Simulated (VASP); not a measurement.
Crystal: In3GaSb2N2.

```
In Ga Sb N
1.0
    -3.23879    3.23879    4.75583
     3.23879   -3.23879    4.75583
     3.23879    3.23879   -4.75583
In Ga Sb N
3 1 2 2
Direct
  0.50000 0.00000 0.50000
  0.00000 0.50000 0.50000
  0.00000 0.00000 0.00000
  0.50000 0.50000 0.00000
  0.26839 0.26839 0.00000
  0.73161 0.73161 0.00000
  0.75000 0.25000 0.50000
  0.25000 0.75000 0.50000
```

The cell was built by a generator and needn't be a form met in nature.

```yaml
Program: VASP 6.6.1
Task: relaxation of cell and atoms
Functional: PBE
Potentials_or_basis: VASP PAW PBE potentials, release 64 (In_d, Ga_d, Sb, N)
Cutoff: 520 eV
k_mesh: 3 × 3 × 3
Occupations: gaussian, width 0.15 eV
Spin: no spin polarisation
```

At the start: pressure 2.7 GPa; volume 24.94 Å³/atom.

How do energy, volume and symmetry change on relaxing?

Over 11 steps the energy falls by 678.7 meV/atom and the volume is 20.32 Å³/atom (-18.5 %); space group I4/mmm (No. 139, to 0.05 Å).

Step by step:
```tsv
step	energy change (eV)	largest force (eV/Å)	pressure (GPa)	volume (Å³)
1	0.0000	2.4463	2.68	199.55
2	-3.0889	0.1957	-8.45	208.46
3	-3.2826	0.2611	-9.25	209.47
4	-5.2412	0.3809	-0.95	168.39
5	-5.2530	0.3679	-2.66	171.37
6	-5.2539	0.3713	-2.33	170.63
7	-5.4126	0.3826	-0.33	164.16
8	-5.4154	0.3812	0.22	163.21
9	-5.4154	0.3827	-0.08	163.35
10	-5.4267	0.1838	0.16	162.90
11	-5.4296	0.0455	0.35	162.56
```

Final structure:
```
CELL_PARAMETERS angstrom
-2.69039 2.69039 5.61465
2.69039 -2.69039 5.61465
2.69039 2.69039 -5.61465
ATOMIC_POSITIONS crystal
In 0.50000 0.00000 0.50000
In 0.00000 0.50000 0.50000
In 0.00000 0.00000 0.00000
Ga 0.50000 0.50000 0.00000
Sb 0.25629 0.25629 0.00000
Sb 0.74371 0.74371 0.00000
N 0.75000 0.25000 0.50000
N 0.25000 0.75000 0.50000
```

Caveat: the k mesh is coarse (spacing up to 0.46 Å⁻¹), so the values aren't converged; the volume moved by over 15 % at a fixed basis, so the end points are rough; the relaxation stopped at a loose force limit of 0.08 eV/Å, so its end isn't a converged minimum.
